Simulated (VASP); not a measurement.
Calculation: PBEsol GGA, VASP's PBE PAW potentials (set 64) (plane waves; VASP).

A VASP calculation is set up with these files.

**POSCAR**
```
NbAs
8.4243020
  0.3906739236   0.0000000000   0.0000000000
 -0.1953369618   0.3383335376   0.0000000000
  0.0000000000   0.0000000000   1.0000000447
Nb As
2 2
Cartesian
 -0.0000001953   0.2255558045   0.0384127739
  0.1953371571   0.1127777331   0.5384127963
 -0.0000001953   0.2255558045   0.3365872428
  0.1953371571   0.1127777331   0.8365872652
```

### KPOINTS
```
k-points along high-symmetry lines
10
Line-mode
Reciprocal
  0.000000   0.000000   0.000000 ! GAMMA
  0.500000  -0.000000   0.000000 ! M

  0.500000  -0.000000   0.000000 ! M
  0.333333   0.333333   0.000000 ! K

  0.333333   0.333333   0.000000 ! K
  0.000000   0.000000   0.000000 ! GAMMA

  0.000000   0.000000   0.000000 ! GAMMA
  0.000000   0.000000   0.500000 ! A

  0.000000   0.000000   0.500000 ! A
  0.500000  -0.000000   0.500000 ! L

  0.500000  -0.000000   0.500000 ! L
  0.333333   0.333333   0.500000 ! H

  0.333333   0.333333   0.500000 ! H
  0.000000   0.000000   0.500000 ! A

  0.500000  -0.000000   0.500000 ! L
  0.500000  -0.000000   0.000000 ! M

  0.333333   0.333333   0.500000 ! H
  0.333333   0.333333   0.000000 ! K
```

### INCAR
```
# general
SYSTEM =NbAs
PREC   =Accurate
ENCUT  =400
LREAL  =.FALSE.   # projection in real space or not
LASPH  =.TRUE.   # aspherical one-centre terms
ICHARG =11   # fixed density

# electronic loop
EDIFF  =1E-7   # SCF stop (eV)
NELM   =100   # most electronic steps
ALGO   =Normal   # blocked Davidson
LMAXMIX=4   # l cut-off of mixed one-centre charges

# smearing
ISMEAR =0   # Gaussian
SIGMA  =0.05

# functional
GGA    =PS

# output
LWAVE  =.FALSE.
LCHARG =.FALSE.
LORBIT =11   # lm-projected
```

POTCAR, in this order: Nb_sv As (PBE.64 set). Program: vasp_std. Read from the step before: CHGCAR.

What VASP printed:

**OSZICAR**
```
       N       E                     dE             d eps       ncg     rms          rms(c)
DAV:   1     0.294388879939E+03    0.29439E+03   -0.17304E+04  4184   0.131E+03
DAV:   2    -0.584760235647E+01   -0.30024E+03   -0.29532E+03  5072   0.474E+02
DAV:   3    -0.299134676764E+02   -0.24066E+02   -0.23661E+02  7074   0.955E+01
DAV:   4    -0.316277056332E+02   -0.17142E+01   -0.17031E+01  5972   0.238E+01
DAV:   5    -0.316946500604E+02   -0.66944E-01   -0.66814E-01  6392   0.444E+00
DAV:   6    -0.316965987233E+02   -0.19487E-02   -0.19479E-02  5868   0.732E-01
DAV:   7    -0.316966930459E+02   -0.94323E-04   -0.94313E-04  6370   0.133E-01
DAV:   8    -0.316966990426E+02   -0.59967E-05   -0.59955E-05  6258   0.256E-02
DAV:   9    -0.316966994224E+02   -0.37975E-06   -0.38056E-06  4808   0.522E-03
DAV:  10    -0.316966994491E+02   -0.26775E-07   -0.26408E-07  3568   0.140E-03
   1 F= -.31696699E+02 E0= -.31694804E+02  d E =-.379029E-02
```

File OUTCAR:
```
 val. band max:        7.5966800419   @ k =   0.1852   0.1852   0.0000

 cond. band min:       7.6372133005   @ k =   0.3333   0.3333   0.5000



 k-point     1 :       0.0000    0.0000    0.0000
  band No.  band energies     occupation
      1     -47.0193      2.00000
      2     -47.0187      2.00000
      3     -23.2672      2.00000
      4     -23.2287      2.00000
      5     -22.9294      2.00000
      6     -22.9294      2.00000
      7     -22.9273      2.00000
      8     -22.9273      2.00000
      9      -4.7347      2.00000
     10      -3.8406      2.00000
     11       2.0459      2.00000
     12       3.6078      2.00000
     13       6.5380      2.00000
     14       6.8604      2.00000
     15       6.8604      2.00000
     16       7.1494      2.00000
     17       7.1494      2.00000
     18       7.2365      2.00000
     19       8.5064      0.00000
     20       8.5064      0.00000
     21       9.1410      0.00000
     22       9.1410      0.00000

 k-point     2 :       0.0556    0.0000    0.0000
  band No.  band energies     occupation
      1     -47.0181      2.00000
      2     -47.0175      2.00000
      3     -23.2648      2.00000
      4     -23.2269      2.00000
      5     -22.9414      2.00000
      6     -22.9393      2.00000
      7     -22.9322      2.00000
      8     -22.9300      2.00000
      9      -4.6878      2.00000
     10      -3.8055      2.00000
     11       2.1135      2.00000
     12       3.6506      2.00000
     13       6.5216      2.00000
     14       6.5460      2.00000
     15       6.8738      2.00000
     16       7.0381      2.00000
     17       7.1877      2.00000
     18       7.4280      2.00000
     19       8.4873      0.00000
     20       8.4943      0.00000
     21       9.0769      0.00000
     22       9.1259      0.00000

 k-point     3 :       0.1111    0.0000    0.0000
  band No.  band energies     occupation
      1     -47.0146      2.00000
      2     -47.0140      2.00000
...
```

The density is held fixed in this step, so its total energy and stress have no physical meaning.

The structure was generated: NbAs was put into the wurtzite type (P6_3mc), which need not be its known phase. It was relaxed first, which changed the volume by -43 %.
